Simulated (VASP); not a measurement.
Consider the following.

```
SrO
1.0
    0.00000     2.58000     2.58000
    2.58000     0.00000     2.58000
    2.58000     2.58000     0.00000
Sr O
1 1
Direct
  0.00000   0.00000   0.00000
  0.50000   0.50000   0.50000
```

Calculation: G0W0 on PBE orbitals, VASP's PBE PAW potentials (set 64) (plane waves; VASP). Numerical set-up: PREC = Normal, 500 eV cut-off, 4×4×4 Γ-centred mesh, Gaussian smearing of 0.010 eV, potentials Sr_sv_GW O_GW_new.

The mesh is coarse and the basis finite, so the quasiparticle values are not converged.

NBANDS = 64, ENCUTGW = 150 eV, NOMEGA = 64. The PBE levels (eV) that the step starts from are:

```tsv
state	KS energy	filling
k1 (0.00, 0.00, 0.00), band 5	-10.54	2
k1 (0.00, 0.00, 0.00), band 6	3.46	2
k1 (0.00, 0.00, 0.00), band 7	3.46	2
k1 (0.00, 0.00, 0.00), band 8	3.46	2
k1 (0.00, 0.00, 0.00), band 9	7.39	0
k1 (0.00, 0.00, 0.00), band 10	9.69	0
k1 (0.00, 0.00, 0.00), band 11	9.69	0
k1 (0.00, 0.00, 0.00), band 12	9.69	0
k4 (0.25, 0.25, 0.00), band 5	-10.04	2
k4 (0.25, 0.25, 0.00), band 6	2.15	2
k4 (0.25, 0.25, 0.00), band 7	3.32	2
k4 (0.25, 0.25, 0.00), band 8	3.32	2
k4 (0.25, 0.25, 0.00), band 9	7.87	0
k4 (0.25, 0.25, 0.00), band 10	9.38	0
k4 (0.25, 0.25, 0.00), band 11	11.92	0
k4 (0.25, 0.25, 0.00), band 12	11.92	0
```

### Question
Give the quasiparticle energies and renormalisation factors Z.

### Answer

```json
[
 {"state": "k1 (0.00, 0.00, 0.00), band 5", "QP energy (eV)": "-12.56", "Z": "0.79"},
 {"state": "k1 (0.00, 0.00, 0.00), band 6", "QP energy (eV)": "2.79", "Z": "0.74"},
 {"state": "k1 (0.00, 0.00, 0.00), band 7", "QP energy (eV)": "2.79", "Z": "0.74"},
 {"state": "k1 (0.00, 0.00, 0.00), band 8", "QP energy (eV)": "2.79", "Z": "0.74"},
 {"state": "k1 (0.00, 0.00, 0.00), band 9", "QP energy (eV)": "8.07", "Z": "0.82"},
 {"state": "k1 (0.00, 0.00, 0.00), band 10", "QP energy (eV)": "10.89", "Z": "0.81"},
 {"state": "k1 (0.00, 0.00, 0.00), band 11", "QP energy (eV)": "10.89", "Z": "0.81"},
 {"state": "k1 (0.00, 0.00, 0.00), band 12", "QP energy (eV)": "10.89", "Z": "0.81"},
 {"state": "k4 (0.25, 0.25, 0.00), band 5", "QP energy (eV)": "-11.82", "Z": "0.75"},
 {"state": "k4 (0.25, 0.25, 0.00), band 6", "QP energy (eV)": "1.28", "Z": "0.73"},
 {"state": "k4 (0.25, 0.25, 0.00), band 7", "QP energy (eV)": "2.62", "Z": "0.74"},
 {"state": "k4 (0.25, 0.25, 0.00), band 8", "QP energy (eV)": "2.62", "Z": "0.74"},
 {"state": "k4 (0.25, 0.25, 0.00), band 9", "QP energy (eV)": "8.78", "Z": "0.82"},
 {"state": "k4 (0.25, 0.25, 0.00), band 10", "QP energy (eV)": "10.28", "Z": "0.81"},
 {"state": "k4 (0.25, 0.25, 0.00), band 11", "QP energy (eV)": "13.37", "Z": "0.79"},
 {"state": "k4 (0.25, 0.25, 0.00), band 12", "QP energy (eV)": "13.37", "Z": "0.79"}
]
```
On the mesh the gap opens from 3.31 to 4.78 eV.

The compound is SrO in the rock salt structure. The cell was not relaxed at this level. The k-mesh is coarse (spacing up to 0.53 per Å, 2π included), so the numbers may not be converged in it.
